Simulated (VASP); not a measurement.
A run of VASP 6.6.1 is set up as follows.

File INCAR:

```
ALGO = Fast
EDIFF = 1E-4
EDIFFG = -0.08
ENCUT = 520
GGA = PE
IBRION = 2
ISIF = 3
ISMEAR = 0
LASPH = True
LCHARG = False
LREAL = False
LWAVE = False
NELM = 60
NSW = 24
PREC = Normal
SIGMA = 0.15
```

Contents of KPOINTS:

```
k-points
0
Gamma
  4 4 4
```

Contents of POSCAR:

```
ZrTaO4
1.0
    0.0000000000      3.1911814100      3.1911814100
    3.1911814100      0.0000000000      3.1911814100
    3.1911814100      3.1911814100      0.0000000000
Zr Ta O
1 1 4
Direct
    0.5000000000      0.5000000000      0.5000000000
    0.7500000000      0.7500000000      0.7500000000
    0.1244651700      0.1244651700      0.6266045000
    0.1244651700      0.1244651700      0.1244651700
    0.1244651700      0.6266045000      0.1244651700
    0.6266045000      0.1244651700      0.1244651700
```

Potentials or basis: VASP PAW PBE potentials, release 64 (Zr_sv, Ta_pv, O).

Command:

```bash
$ cat potpaw_PBE.64/Zr_sv/POTCAR potpaw_PBE.64/Ta_pv/POTCAR potpaw_PBE.64/O/POTCAR > POTCAR
$ mpirun -np 1 vasp_std > vasp.out
```

Task: Estimate the space group after relaxing (to 0.05 Å).

Result: F-43m (No. 216).

Task: Predict the relaxed cell.

Result: a = 4.484 Å, b = 4.484 Å, c = 4.484 Å, α = 60.00°, β = 60.00°, γ = 60.00°.

The path:
| step | energy change (eV) | largest force (eV/Å) | pressure (GPa) | volume (Å³) |
| --- | --- | --- | --- | --- |
| 1 | 0.0000 | 0.0248 | -1.98 | 65.00 |
| 2 | -0.0065 | 0.0009 | 0.66 | 63.74 |

Caveat: the k mesh is coarse (spacing up to 0.43 Å⁻¹), so the values aren't converged; an odd number of electrons without spin polarisation forces a metal; a magnetic or distorted state may lie lower. Spin-orbit coupling is left out, which matters for the levels of Ta.
